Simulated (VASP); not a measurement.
BPd4:

```
Pd B
1.0
     2.89203    0.00000    0.00000
     0.00000    4.36501    0.00000
     0.00000    0.00000    5.85632
Pd B
4 1
Direct
  0.50000 0.00000 0.19758
  0.00000 0.00000 0.61947
  0.00000 0.50000 0.32916
  0.50000 0.50000 0.86756
  0.50000 0.00000 0.86323
```

The cell comes from a database or a generator and needn't be the stable form of this composition.

Base run:

| Quantity | Value |
| --- | --- |
| Program | VASP 6.6.1 |
| Functional | PW91 |
| Potentials or basis | VASP PAW PBE potentials, release 64 (Pd, B) |
| Cutoff | 520 eV |
| k mesh | 7 × 5 × 4 |
| Occupations | fermi-dirac, width 0.05 eV |
| Spin | no spin polarisation |

Its results: pressure -0.6 GPa; largest force 0.178 eV/Å.

After a change of settings the same cell gave: pressure 2.8 GPa; largest force 0.204 eV/Å. Which change was it?
A. functional from PW91 to LDA; potentials or basis from VASP PAW PBE potentials, release 64 (Pd, B) to VASP PAW LDA potentials, release 64 (Pd, B)
B. functional from PW91 to r2SCAN; further incar settings from ALGO = Fast; EDIFF = 1e-06; NBANDS = 30 to ALGO = Normal; EDIFF = 1e-06; NBANDS = 30
C. functional from PW91 to RPBE
D. functional from PW91 to revPBE

C.

RPBE binds less tightly than PW91, so the same cell stands under more pressure.

Caveats: the PAW data sets were made with another functional, which shifts forces and pressure a little.

Runs at the PBE level aren't shown here.
